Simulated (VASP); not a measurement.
A convergence study with VASP on ZrC (space group no. 225 when undisturbed): one setting is varied, all else stays as given below, so the limit is that of these other settings. One atom is moved off its site, so that forces are finite.

```xyz
2
Lattice="0.0000 2.3571 2.3571 2.3571 0.0000 2.3571 2.3571 2.3571 0.0000" Properties=species:S:1:pos:R:3 pbc="T T T"
Zr     0.0000     0.0000     0.0500
C      2.3571     2.3571     2.3571
```

Computed with PBE GGA, VASP's PBE PAW potentials (set 64) (plane waves; VASP 6.6.1). The tightest run used: 960 eV cut-off, 12×12×12 Γ-centred mesh, Fermi-Dirac smearing of 0.10 eV, potentials Zr_sv C.

Problem. The settings run are ENCUT = 140; ENCUT = 160; ENCUT = 180; ENCUT = 200; ENCUT = 220; ENCUT = 240; ENCUT = 280; ENCUT = 320; ENCUT = 360; ENCUT = 440; ENCUT = 480; ENCUT = 540; ENCUT = 600; ENCUT = 700; ENCUT = 800; ENCUT = 960. From which on does the stress (every component) stay within 0.5 GPa of the tightest run?

Solution. From ENCUT = 440 on: it is off by 0.22 there and by no more than 0.5 in any finer run, while ENCUT = 360 is off by 2.52.
| setting | E (eV/atom) | pressure (GPa) | largest force (eV/Å) | plane waves | difference judged (GPa) |
|---|---|---|---|---|---|
| ENCUT = 140 | -9.4970 | -220.05 | 0.762 | 113 | 220.01 |
| ENCUT = 160 | -9.8485 | -110.26 | 0.556 | 129 | 110.00 |
| ENCUT = 180 | -9.8365 | -59.56 | 0.361 | 153 | 59.35 |
| ENCUT = 200 | -9.7353 | -35.81 | 0.294 | 176 | 35.59 |
| ENCUT = 220 | -9.7287 | -22.53 | 0.306 | 202 | 22.29 |
| ENCUT = 240 | -9.7485 | -14.88 | 0.322 | 229 | 14.61 |
| ENCUT = 280 | -9.7297 | -8.30 | 0.322 | 291 | 8.03 |
| ENCUT = 320 | -9.7283 | -5.29 | 0.326 | 360 | 5.02 |
| ENCUT = 360 | -9.7288 | -2.79 | 0.336 | 419 | 2.52 |
| ENCUT = 440 | -9.7276 | -0.49 | 0.334 | 568 | 0.22 |
| ENCUT = 480 | -9.7268 | -0.28 | 0.334 | 642 | 0.01 |
| ENCUT = 540 | -9.7264 | -0.31 | 0.334 | 760 | 0.04 |
| ENCUT = 600 | -9.7269 | -0.36 | 0.334 | 895 | 0.09 |
| ENCUT = 700 | -9.7278 | -0.36 | 0.334 | 1124 | 0.09 |
| ENCUT = 800 | -9.7284 | -0.33 | 0.334 | 1363 | 0.05 |
| ENCUT = 960 | -9.7284 | -0.28 | 0.333 | 1807 | 0.00 |

Left out are rungs that failed or repeat a setting and relaxations that didn't move; long series are thinned to 24 rows.

The structure is a typed ZrC crystal (space group no. 225). The cell was not relaxed at this level, it is distorted from the ideal structure.
